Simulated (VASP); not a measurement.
Input of a VASP 6.6.1 run:

The input INCAR:

```
SYSTEM = InB3
PREC = Accurate
ENCUT = 520
EDIFF = 1E-6
ISMEAR = 0
SIGMA = 0.1
LREAL = .FALSE.
LASPH = .TRUE.
NELM = 100
ALGO = Fast
ISIF = 2
LWAVE = .FALSE.
LCHARG = .FALSE.
GGA = PE
NBANDS = 32
```

File KPOINTS:

```
Automatic mesh
0
G
  6 6 6
  0 0 0
```

Contents of POSCAR:

```
InB3
1.0
    2.2436511028      1.2953725682      6.2866631021
   -2.2436511028      1.2953725682      6.2866631021
    0.0000000000     -2.5907451364      6.2866631021
In B
2 6
Direct
    0.3799233610      0.3799233610      0.3799233610
    0.6200766390      0.6200766390      0.6200766390
    0.2098542405      0.3486352258      0.9163535845
    0.9163535845      0.2098542405      0.3486352258
    0.3486352258      0.9163535845      0.2098542405
    0.7901457595      0.6513647742      0.0836464155
    0.0836464155      0.7901457595      0.6513647742
    0.6513647742      0.0836464155      0.7901457595
```

Potentials or basis: VASP PAW PBE potentials, release 64 (In_d, B).

Command:

```bash
$ cat potpaw_PBE.64/In_d/POTCAR potpaw_PBE.64/B/POTCAR > POTCAR
$ mpirun -np 1 vasp_std > vasp.out
```

**Question.** Predict the band gap on the k mesh.

**Answer.** None (metal or under the smearing width).

**Question.** Predict the pressure.

**Answer.** 0.0 GPa.

**Question.** Predict the largest force.

**Answer.** 0.030 eV/Å.

Forces in eV/Å, atoms in the order of the input:
```
In   0.000  0.000  0.026
In   0.000  0.000 -0.026
B   -0.017  0.024 -0.006
B   -0.012 -0.027 -0.006
B    0.029  0.003 -0.006
B    0.017 -0.024  0.006
B    0.012  0.027  0.006
B   -0.029 -0.003  0.006
```
